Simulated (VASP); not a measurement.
Computed with PBE GGA, VASP's PBE PAW potentials (set 64) (plane waves; VASP).

The input files of a VASP run:

### INCAR
```
! general
SYSTEM  = Co
PREC    = Accurate
ENCUT   = 500
LREAL   = .False.
LASPH   = .True.

! electronic loop
EDIFF   = 1E-6
NELM    = 100
ALGO    = Normal
LMAXMIX = 4

! smearing
ISMEAR  = 1
SIGMA   = 0.1

! functional
GGA     = PE

! spin
ISPIN   = 2
MAGMOM  = 2*1.6

! ions
IBRION  = 2
NSW     = 40
ISIF    = 3
EDIFFG  = -0.02
PSTRESS = 50

! output
LWAVE   = .False.
LCHARG  = .False.
LORBIT  = 10
```

KPOINTS:
```
Automatic mesh
0
Gamma
17 17 9
0 0 0
```

File POSCAR:
```
Co
1
    1.2373367532    -2.1431303525     0.0000000000
    1.2373367532     2.1431303525    -0.0000000000
    0.0000000000     0.0000000000     3.9933208759
Co
2
Direct
  0.3333330000   0.6666670000   0.2500000000
  0.6666670000   0.3333330000   0.7500000000
```

POTCAR, in this order: Co (PBE.64 set). Program: vasp_std.

What VASP printed:

OSZICAR:
```
       N       E                     dE             d eps       ncg     rms          rms(c)
DAV:   1     0.784458449768E+02    0.78446E+02   -0.81818E+03 10116   0.155E+03
DAV:   2    -0.140562797377E+02   -0.92502E+02   -0.85509E+02  9907   0.253E+02
DAV:   3    -0.161476030124E+02   -0.20913E+01   -0.20372E+01 12049   0.542E+01
DAV:   4    -0.161799846500E+02   -0.32382E-01   -0.32374E-01 14286   0.510E+00
DAV:   5    -0.161802409356E+02   -0.25629E-03   -0.25628E-03 12430   0.437E-01    0.151E+01
DAV:   6    -0.144564427376E+02    0.17238E+01   -0.13149E+01 10684   0.744E+01    0.700E+00
DAV:   7    -0.140935590264E+02    0.36288E+00   -0.17856E+00 11321   0.264E+01    0.387E+00
DAV:   8    -0.140788400634E+02    0.14719E-01   -0.23477E-02 13631   0.185E+00    0.198E+00
DAV:   9    -0.140629520608E+02    0.15888E-01   -0.55565E-03 15206   0.125E+00    0.664E-01
DAV:  10    -0.140639184108E+02   -0.96635E-03   -0.95420E-04 13887   0.466E-01    0.310E-01
DAV:  11    -0.140640294634E+02   -0.11105E-03   -0.35950E-04 13312   0.304E-01    0.288E-02
DAV:  12    -0.140640292487E+02    0.21474E-06   -0.13372E-05 10937   0.408E-02    0.159E-02
DAV:  13    -0.140640280683E+02    0.11804E-05   -0.20805E-06  8692   0.219E-02    0.998E-03
DAV:  14    -0.140640286137E+02   -0.54537E-06   -0.58572E-07  6656   0.107E-02
   1 F= -.13403092E+02 E0= -.13403329E+02  d E =-.134031E+02  mag=     3.1983
```

OUTCAR:
```
------------------------ aborting loop because EDIFF is reached ----------------------------------------
  FORCE on cell =-STRESS in cart. coord.  units (eV):
  Direction    XX          YY          ZZ          XY          YZ          ZX
  --------------------------------------------------------------------------------------
  Total        0.6653432      0.6653433      0.6384657      0.0000000     -0.0000000     -0.0000000
  in kB       50.3333213     50.3333321     48.3000368      0.0000000     -0.0000000     -0.0000000
  external PRESSURE =      -0.3444366 kB  Pullay stress =      50.0000000 kB
  volume of cell :       21.18
      direct lattice vectors                 reciprocal lattice vectors
     1.237336753 -2.143130353  0.000000000     0.404093711 -0.233303588  0.000000000
     1.237336753  2.143130353  0.000000000     0.404093711  0.233303588  0.000000000
     0.000000000  0.000000000  3.993320876     0.000000000  0.000000000  0.250418143
 POSITION                                       TOTAL-FORCE (eV/Angst)
 -----------------------------------------------------------------------------------
      1.23734      0.71438      0.99833        -0.000000      0.000000      0.000000
      1.23734     -0.71438      2.99499         0.000000     -0.000000      0.000000
 -----------------------------------------------------------------------------------
    total drift:                                0.000023     -0.000002     -0.000029
  FREE ENERGIE OF THE ION-ELECTRON SYSTEM (eV)
  ---------------------------------------------------
  free  energy   TOTEN  =       -14.0640286137 eV

  energy  without entropy=      -14.0647412523  energy(sigma->0) =      -14.06426616
  enthalpy is  TOTEN    =       -13.4030915200 eV   P V=        0.6609370937

 total charge

# of ion       s       p       d       tot
------------------------------------------
    1        0.499   0.543   7.280   8.322
    2        0.499   0.543   7.280   8.322
--------------------------------------------------
tot          0.998   1.085  14.560  16.643

 magnetization (x)

# of ion       s       p       d       tot
------------------------------------------
    1       -0.015  -0.054   1.683   1.614
    2       -0.015  -0.054   1.683   1.614
--------------------------------------------------
tot         -0.030  -0.108   3.366   3.228

 reached required accuracy - stopping structural energy minimisation
```
(Selected blocks of OUTCAR.)

The compound is Co in the hcp structure. It was relaxed first under an external pressure of 5 GPa.
